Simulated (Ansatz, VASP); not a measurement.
**SbAs: VASP beside Ansatz**

Aim: how closely do two programs agree when they are given the same cell, functional and k mesh? The cell is generated by rule, not measured, and may not be a known phase. The cell is taken from a series of runs on this material, whose earlier steps may have relaxed, scaled, displaced or heated it; both programs get it as it stands.

Main program and level: Ansatz 0.2.0; plane waves, with VASP 6.6.1 beside it; single point at PBEsol.

The structure was built from a prototype and need not be the compound's stable phase.

### 1. The starting structure

Symmetry: C222_1, No. 20, orthorhombic system. The conventional cell has a = 6.428 Å, b = 6.428 Å, c = 12.855 Å, α = 90.00°, β = 90.00°, γ = 90.00°. Nearest to Sb lie 4 As at 2.77 to 2.80 Å. Nearest to As lie 4 Sb at 2.79 Å. Nearest to As lie 4 Sb at 2.77 to 2.80 Å. Farther neighbours are not listed.

### 2. Ansatz: single point, PBEsol, pair 1

Ansatz runs on its default PAW (the set named soft_2) files.

With cell and atoms fixed, the geometry can't cause a difference; cores, projectors, grids and the points listed under the comparison can.

Contents of input.yaml:

```yaml
crystal:
  lattice:
    - [0.0, -3.2138340659, -3.2138340659]
    - [0.0, 3.2138340659, -3.2138340659]
    - [12.8553362638, 0.0, 0.0]
  atoms:
    - { symbol: Sb, position: [0.5201729944, 0.5176108044, 0.25] }
    - { symbol: Sb, position: [0.4798270056, 0.4823891956, 0.75] }
    - { symbol: Sb, position: [0.0176108044, 0.0201729944, 0.0] }
    - { symbol: Sb, position: [-0.0176108044, -0.0201729944, 0.5] }
    - { symbol: As, position: [-0.0199462432, 0.5199462432, 0.875] }
    - { symbol: As, position: [0.0199462432, 0.4800537568, 0.375] }
    - { symbol: As, position: [0.4782191617, -0.0217808383, 0.625] }
    - { symbol: As, position: [0.5217808383, 0.0217808383, 0.125] }
kpoints:
  mp_grid: { grid: [8, 8, 4] }
hamiltonian:
  xc: pbesol
scf:
  occupations: { method: methfessel_paxton, width: 0.2 }
output:
  forces: true
  stress: true
  eigenvalues: true
```

Started as:

```bash
ansatz run input.yaml --threads 4 --pin off --max-ram 7168MiB --backend cpu --events-out ev --progress --plain --runs-dir out
```

Numbers of over 12 decimals in the logs are rounded to 6 here.

The log of the run:

```text
Engine: ansatz 0.2.0, aarch64-unknown-linux-gnu
Pseudopotentials: kind: paw
Pseudopotential: Sb, paw, valence charge 15, recommended cutoff 420 eV (normal), Sb.paw.azcp
Pseudopotential: As, paw, valence charge 15, recommended cutoff 420 eV (normal), As.paw.azcp
Functional definition: PBEsol
  exchange = pbesol_x
  correlation = pbesol_c
Crystal: 8 atoms, lattice volume = 265.559 Å³
Basis set: ecut = 420 eV, 5187 PW (Γ), exchange–correlation on 64×64×180 points (8 copies of the dense FFT grid, shifted against one another)
Bands: 72, of which v1, the nominal top of the filled ones, is band 60 counted from 1 (59 counted from 0)
Symmetry: 4 space group operations
Space group: C2221 (ITA 20), of the structure as read, at distance tolerance 6.4e-5 Å
k-points: 63 of 256 (time reversal used)
Non-local potential: Sb, projectors of the file, l = 0: 2, l = 1: 2, l = 2: 2, l = 3: 2
Non-local potential: As, projectors of the file, l = 0: 2, l = 1: 2, l = 2: 3, l = 3: 1
PAW form: soft (Blöchl's): semilocal exchange-correlation on the pseudo side does not see the compensation charge
PAW frozen core: Sb, regenerated for the run's functional, and the local potential with it (the file was generated under x = pbe(κ = 0.804, μ = 0.219515), c = pbe(β = 0.066725))
PAW frozen core: As, regenerated for the run's functional, and the local potential with it (the file was generated under x = pbe(κ = 0.804, μ = 0.219515), c = pbe(β = 0.066725))
PAW one-centre angular grid: Sb, 590 points (default); XC on 64 Gauss nodes
PAW one-centre angular grid: As, 590 points (default); XC on 64 Gauss nodes
Initial density: superposition of atomic densities (neutral atoms: chi_scale 0, normalization atom), corrected by the library's trained network
Initial wavefunctions: pseudopotential atomic-orbital guess
Functional: x = pbesol(κ = 0.804, μ = 0.123457), c = pbesol(β = 0.046)
SCF iter   1: F=—  HF=-44881.483555 eV  |F-HF|=—  |Δ(HF+E_count)|=         —  Δρ=2.40e-3  dr2=2.27e-2  ethr=1.77e-3  ⟨swp⟩=6.0  Hψ=16382  notcnv=0
preconditioner: auto → LDOS  [metal: Δε(μ)=0.017 eV  Ē_g=7.877 eV  σ=0.200 eV  W_gap=0.07  n_scr=56 (ndim 8)  ℏωp=14.4 eV  f_vac=0.105  D(μ)=5.91/eV (n_scr^D=32)  β→1.0]
SCF iter   2: F=—  HF=-44881.476577 eV  |F-HF|=—  |Δ(HF+E_count)|=   6.98e-3  S|Δr|=    0.00e0  Δρ=1.08e-3  dr2=4.20e-3  ethr=1.89e-5  ⟨swp⟩=2.5  Hψ=9052  notcnv=0
SCF iter   3: F=—  HF=-44881.475160 eV  |F-HF|=—  |Δ(HF+E_count)|=   1.42e-3  S|Δr|=    0.00e0  Δρ=4.58e-4  dr2=7.74e-4  ethr=3.50e-6  ⟨swp⟩=2.0  Hψ=8157  notcnv=0
SCF iter   4: F=—  HF=-44881.474899 eV  |F-HF|=—  |Δ(HF+E_count)|=   2.61e-4  S|Δr|=    0.00e0  Δρ=1.08e-4  dr2=4.80e-5  ethr=6.45e-7  ⟨swp⟩=2.0  Hψ=6861  notcnv=0
SCF iter   5: F=—  HF=-44881.474935 eV  |F-HF|=—  |Δ(HF+E_count)|=   3.58e-5  S|Δr|=    0.00e0  Δρ=3.52e-5  dr2=5.31e-6  ethr=4.00e-8  ⟨swp⟩=2.0  Hψ=6885  notcnv=0
SCF iter   6: F=—  HF=-44881.474934 eV  |F-HF|=—  |Δ(HF+E_count)|=   6.02e-7  S|Δr|=    0.00e0  Δρ=8.64e-6  dr2=3.61e-7  ethr=4.42e-9  ⟨swp⟩=2.0  Hψ=8141  notcnv=0
SCF iter   7: F=-44881.474934 eV  HF=-44881.474934 eV  |F-HF|=3.61e-8  |Δ(HF+E_count)|=   3.54e-8  S|Δr|=    0.00e0  Δρ=2.62e-6  dr2=3.13e-8  ethr=8.33e-11  ⟨swp⟩=10.1  Hψ=20976  notcnv=0
SCF 1 converged in 7 iterations: F = -44881.474934 eV  dr2 = 3.13e-8
  greatest PAW one-centre occupation: 0.999 electrons in one spin orbital (limit 2), on the As atom at site 4 (counted from 0), in its partial waves of l = 2
SCF converged after 7 iterations
Stability not checked: this state was not tested for a lower state beside it, because cold or Methfessel-Paxton smearing, or corrected tetrahedra, fill the levels in a way that the test cannot read (fill_not_monotonic; see scf.lower_state_search)
Free energy (F): -44881.474934 eV
Harris-Foulkes:  -44881.474934 eV  (|F-HF|=3.61e-8)
Internal energy: -44881.458571 eV  (E = F + TS)
E sigma→0 (E₀):  -44881.470843 eV
Entropy (-TS):   -0.016363 eV (-2.045 meV/atom)
Fermi energy:    6.937756 eV
--- Per-component energies (eV) ---
  E_band       = -1994.725947
  E_kinetic    = 1234.843314
  E_local      = -15748.480229  (includes V_loc(G=0)·N_el)
  E_nonlocal   = -1221.681745
  E_hartree    = 7738.007269
  E_xc         = -860.951634
  E_vxc        = -697.780331  (∫ρ·V_xc dr)
  E_paw        = -25162.065908  (= ΣΔE_a)
  E_vpaw       = -1037.662413  (= ΣTr[D̂ρ^β])
  E_aug_tail   = 0.000023  (compensation charges beyond the density's cutoff)
  E_ewald      = -10866.322804
  E_core_change = 5.193143  (= ΣΔE_core)
  E_smearing   = -0.016363  (= −TS)
  E_closure    = -0.000000  (closes the sum)
  Σ components = -44881.474934   (vs F -44881.474934, Δ=0.00e0)
--- Forces (eV/Å), atoms counted from 1 ---
  atom   1  Sb     0.02488772    -0.02261770    -0.13136342
  atom   2  Sb     0.02488772     0.02261770     0.13136342
  atom   3  Sb    -0.02488772     0.02261770    -0.13136342
  atom   4  Sb    -0.02488772    -0.02261770     0.13136342
  atom   5  As     0.00000000     0.07111834     0.00000000
  atom   6  As     0.00000000    -0.07111834     0.00000000
  atom   7  As     0.00000000     0.00000000     0.08992902
  atom   8  As     0.00000000     0.00000000    -0.08992902
  max |Σ_I F_I| component: 0.00e0 eV/Å
--- Stress (GPa, compression-positive) ---
        0.022455       0.000000       0.000000
        0.000000      -0.030207       0.000000
        0.000000       0.000000       0.103337
  P = ⅓ Tr σ = 0.0319 GPa (0.319 kbar)
--- Band table (eV; the first three rows and the last of 63) ---
  k-point 0: bands = [... 56 lower, 4.9527, 6.1815, 6.4186, 6.4215, 6.4637, 6.5563, 6.5646, 7.5802, ... 8 higher]
  k-point 1: bands = [... 56 lower, 5.1487, 6.0895, 6.1757, 6.3372, 6.4867, 6.6121, 6.8411, 7.4556, ... 8 higher]
  k-point 2: bands = [... 56 lower, 5.6014, 5.6014, 6.2131, 6.2131, 6.5947, 6.5947, 7.1655, 7.1655, ... 8 higher]
  k-point 62: bands = [... 56 lower, 6.7005, 6.7005, 6.8501, 6.8501, 7.0370, 7.0370, 7.1857, 7.1857, ... 8 higher]
```

The column dr2 measures how far the density is from self-consistency, as an energy; F and HF (Harris–Foulkes) agree once it is small.

The run ends at a pressure of 0.03 GPa, with forces up to 0.14 eV/Å.

### 3. VASP: single point, PBEsol, pair 1

The same cell, functional, mesh and smearing now go to VASP, with its own data sets.

Lines of VASP's logs that name or quote its potential files are left out, and so is its time.

Contents of INCAR:

```
SYSTEM = SbAs
PREC = Accurate
ENCUT = 500
EDIFF = 1E-06
NELM = 120
ISMEAR = 1
SIGMA = 0.2
LREAL = .FALSE.
ALGO = Normal
GGA = PS
NBANDS = 28
LORBIT = 11
LWAVE = .FALSE.
LCHARG = .FALSE.
ISIF = 2
LASPH = .TRUE.
GGA_COMPAT = .FALSE.
KPAR = 2
```

Contents of POSCAR:

```
SbAs
1.0
    0.0000000000     -3.2138340659     -3.2138340659
    0.0000000000      3.2138340659     -3.2138340659
   12.8553362638      0.0000000000      0.0000000000
Sb As
4 4
Direct
    0.5201729944      0.5176108044      0.2500000000
    0.4798270056      0.4823891956      0.7500000000
    0.0176108044      0.0201729944      0.0000000000
    0.9823891956      0.9798270056      0.5000000000
    0.9800537568      0.5199462432      0.8750000000
    0.0199462432      0.4800537568      0.3750000000
    0.4782191617      0.9782191617      0.6250000000
    0.5217808383      0.0217808383      0.1250000000
```

Contents of KPOINTS:

```
Automatic mesh
0
Gamma
8 8 4
0 0 0
```

The projector-augmented-wave data sets are Sb and As (PBE family, release 64).

Started as:

```bash
mpirun -np 2 vasp_std
```

The log of the run:

```text
[banner, memory and clock lines left out]
running    2 mpi-ranks, on    1 nodes
 distrk:  each k-point on    1 cores,    2 groups
 distr:  one band on    1 cores,    1 groups

 POSCAR found type information on POSCAR SbAs
 POSCAR found :  2 types and       8 ions
|                                                                             |
|               ----> ADVICE to this user running VASP <----                  |
|                                                                             |
|     You enforced a specific xc type in the INCAR file but a different       |
|     [... a line on the potential file left out ...]
|     I HOPE YOU KNOW WHAT YOU ARE DOING!                                     |
|                                                                             |

 LDA part: xc-table for (Slater+PW92), standard interpolation
 POSCAR, INCAR and KPOINTS ok, starting setup
 FFT: planning ... GRIDC
 FFT: planning ... GRID_SOFT
 FFT: planning ... GRID
 WAVECAR not read
 entering main loop
       N       E                     dE             d eps       ncg     rms          rms(c)
DAV:   1     0.182928510712E+03    0.18293E+03   -0.13494E+04  3528   0.108E+03
DAV:   2    -0.172078210908E+02   -0.20014E+03   -0.19514E+03  4400   0.176E+02
DAV:   3    -0.356260070951E+02   -0.18418E+02   -0.18069E+02  4316   0.561E+01
DAV:   4    -0.360966434197E+02   -0.47064E+00   -0.46714E+00  4572   0.931E+00
DAV:   5    -0.361048690684E+02   -0.82256E-02   -0.82168E-02  4428   0.136E+00    0.622E+00
DAV:   6    -0.357753399241E+02    0.32953E+00   -0.97174E-01  4208   0.289E+00    0.387E+00
DAV:   7    -0.357391034170E+02    0.36237E-01   -0.15133E-01  4204   0.148E+00    0.942E-01
DAV:   8    -0.357337755300E+02    0.53279E-02   -0.11616E-02  4804   0.430E-01    0.220E-01
DAV:   9    -0.357337042706E+02    0.71259E-04   -0.17718E-03  4196   0.194E-01    0.795E-02
DAV:  10    -0.357337179080E+02   -0.13637E-04   -0.63259E-05  4528   0.355E-02    0.313E-02
DAV:  11    -0.357337351199E+02   -0.17212E-04   -0.46343E-05  4116   0.264E-02    0.732E-03
DAV:  12    -0.357337334288E+02    0.16912E-05   -0.75640E-06  4064   0.111E-02    0.479E-03
DAV:  13    -0.357337338753E+02   -0.44652E-06   -0.13358E-06  2348   0.467E-03
   1 F= -.35733734E+02 E0= -.35728185E+02  d E =-.166465E-01
```

From OUTCAR (step 3):

```text
ion  position               nearest neighbor table
   1  0.520  0.518  0.250-   8 2.77   6 2.79   6 2.79   8 2.80
   2  0.480  0.482  0.750-   7 2.77   5 2.79   5 2.79   7 2.80
   3  0.018  0.020  0.000-   8 2.77   5 2.79   5 2.79   8 2.80
   4  0.982  0.980  0.500-   7 2.77   6 2.79   6 2.79   7 2.80
   5  0.980  0.520  0.875-   2 2.79   3 2.79   3 2.79   2 2.79
   6  0.020  0.480  0.375-   1 2.79   4 2.79   1 2.79   4 2.79
   7  0.478  0.978  0.625-   2 2.77   4 2.77   4 2.80   2 2.80
   8  0.522  0.022  0.125-   1 2.77   3 2.77   1 2.80   3 2.80

  LATTYP: Found a simple tetragonal cell.
 ALAT       =     4.5450477232
 C/A-ratio  =     2.8284271248

 Subroutine GETGRP returns: Found  4 space group operations
 (whereof  1 operations were pure point group operations)

The static configuration has the point symmetry C_1 .
 The point group associated with its full space group is D_2 .

 Found     63 irreducible k-points:

   k-points           NKPTS =     63   k-points in BZ     NKDIM =     63   number of bands    NBANDS=     28

   dimension x,y,z NGX =    36 NGY =   36 NGZ =   96
   dimension x,y,z NGXF=    72 NGYF=   72 NGZF=  192

   ENCUT  =  500.0 eV  36.75 Ry    6.06 a.u.   8.29  8.29 23.44*2*pi/ulx,y,z

   NELECT =      40.0000    total number of electrons

 k-points in reciprocal lattice and weights: Automatic mesh
   0.00000000  0.00000000  0.00000000       0.004
   0.12500000  0.00000000  0.00000000       0.016
   0.25000000  0.00000000  0.00000000       0.016
   0.37500000  0.00000000  0.00000000       0.016
   0.50000000  0.00000000  0.00000000       0.008
   0.12500000  0.12500000  0.00000000       0.008
  -0.12500000  0.12500000  0.00000000       0.008
   0.25000000  0.12500000  0.00000000       0.016
  -0.12500000  0.25000000  0.00000000       0.016
[...]
0.50000000  0.37500000  0.50000000       0.016
   0.50000000  0.50000000  0.50000000       0.004

 average (electrostatic) potential at core
       1 -88.8757       2 -88.8757       3 -88.8757       4 -88.8757       5 -50.8004
       6 -50.8004       7 -50.8021       8 -50.8021

 E-fermi :   3.9509

 k-point     1 :       0.0000    0.0000    0.0000
  band No.  band energies     occupation
    ...
     19       3.4327      2.00153
     20       3.4349      2.00161
     21       3.4792      2.00426
     22       3.5659      2.02021
     23       3.5744      2.02292
     24       4.5898     -0.00006
     25       4.6032     -0.00004
     26       4.6490     -0.00001
     27       6.5400     -0.00000
     28       6.5832     -0.00000

 k-point     2 :       0.1250    0.0000    0.0000
  band No.  band energies     occupation
    ...
     17       2.0944      2.00000
     18       3.2412      2.00001
     19       3.2561      2.00001
     20       3.3604      2.00024
     21       3.9577      0.94310
     22       4.0783      0.12819
     23       4.0805      0.11934
     24       4.6688     -0.00000
     25       4.7184     -0.00000
     26       4.9720     -0.00000
    ...

 k-point     3 :       0.2500    0.0000    0.0000
  band No.  band energies     occupation
    ...
     16       1.6998      2.00000
     17       2.4127      2.00000
     18       2.6977      2.00000
     19       2.7005      2.00000
     20       3.3952      2.00061
     21       4.9004     -0.00000
     22       4.9477     -0.00000
     23       5.0242     -0.00000
     24       5.0454     -0.00000
     25       5.2541     -0.00000
    ...

  Total        0.2477334      0.1720851      0.3841553      0.0000000      0.0000000      0.0000000
  in kB        1.4946339      1.0382296      2.3176992      0.0000000      0.0000000      0.0000000
  external PRESSURE =       1.6168542 kB  Pullay stress =       0.0000000 kB

  energy-cutoff  :      500.00
  volume of cell :      265.56
      direct lattice vectors                 reciprocal lattice vectors
     0.000000000 -3.213834066 -3.213834066     0.000000000 -0.155577416 -0.155577416
     0.000000000  3.213834066 -3.213834066     0.000000000  0.155577416 -0.155577416
    12.855336264  0.000000000  0.000000000     0.077788708  0.000000000  0.000000000

 POSITION                                       TOTAL-FORCE (eV/Angst)
 -----------------------------------------------------------------------------------
      3.21383     -0.00823     -3.33526         0.025402     -0.014312     -0.133844
      9.64150      0.00823     -3.09240         0.025402      0.014312      0.133844
      0.00000      0.00823     -0.12143        -0.025402      0.014312     -0.133844
      6.42767     -0.00823     -6.30624        -0.025402     -0.014312      0.133844
     11.24842     -1.47871     -4.82075        -0.000000      0.076843      0.000000
      4.82075      1.47871     -1.60692        -0.000000     -0.076843      0.000000
      8.03459      1.60692     -4.68075        -0.000000      0.000000      0.080795
      1.60692     -1.60692     -1.74692        -0.000000      0.000000     -0.080795
 -----------------------------------------------------------------------------------
    total drift:                                0.000000      0.000000      0.000000

  FREE ENERGIE OF THE ION-ELECTRON SYSTEM (eV)
  ---------------------------------------------------
  free  energy   TOTEN  =       -35.7337338753 eV

  energy  without entropy=      -35.7170873584  energy(sigma->0) =      -35.72818504

 total charge
# of ion       s       p       d       tot
------------------------------------------
    1        1.249   1.084   0.035   2.368
    2        1.249   1.084   0.035   2.368
    3        1.249   1.084   0.035   2.368
    4        1.249   1.084   0.035   2.368
    5        1.331   1.335   0.029   2.694
    6        1.331   1.335   0.029   2.694
    7        1.330   1.339   0.029   2.698
    8        1.330   1.339   0.029   2.698
--------------------------------------------------
tot         10.318   9.682   0.257  20.257

[... 3 further parts left out ...]
```

The run ends at a pressure of 0.16 GPa, with forces up to 0.14 eV/Å.

### 4. Differences

Known differences besides the potentials themselves: the data sets hold 120 valence electrons in Ansatz (on its default PAW (the set named soft_2) files) and 40 in VASP; the cutoff is 420 eV in Ansatz and 500 eV in VASP; Ansatz makes its cores anew for this functional, VASP keeps those of its PBE data sets. Total energies have different zeros and are not compared.

Compared:

| quantity | Ansatz | VASP | difference |
| --- | --- | --- | --- |
| pressure (GPa) | 0.03 | 0.16 | -0.13 |

Forces (eV/Å; atoms numbered as in POSCAR):

| atom | Ansatz x, y, z | VASP x, y, z |
| --- | --- | --- |
| Sb1 | 0.025, -0.023, -0.131 | 0.025, -0.014, -0.134 |
| Sb2 | 0.025, 0.023, 0.131 | 0.025, 0.014, 0.134 |
| Sb3 | -0.025, 0.023, -0.131 | -0.025, 0.014, -0.134 |
| Sb4 | -0.025, -0.023, 0.131 | -0.025, -0.014, 0.134 |
| As5 | 0.000, 0.071, 0.000 | 0.000, 0.077, 0.000 |
| As6 | 0.000, -0.071, 0.000 | 0.000, -0.077, 0.000 |
| As7 | 0.000, 0.000, 0.090 | 0.000, 0.000, 0.081 |
| As8 | 0.000, 0.000, -0.090 | 0.000, 0.000, -0.081 |

The forces differ by 4.7 meV/Å r.m.s., which is 7.3 % of the r.m.s. force of 0.065 eV/Å (both taken over all components).

(Continued in part 2 of 2.)

[Lines on the potential files, build, host, timing and source positions are cut from VASP's logs without a mark.]

[Logs are printed without paths, hosts, clocks, repeated set-up lines and the standing remarks that a program may print on its own settings, such as how far it seeks lower states.]

[Hosts, paths, dates, database ids (printed as entryN), source tags and the programs' standing remarks are cut or masked in the printed files.]
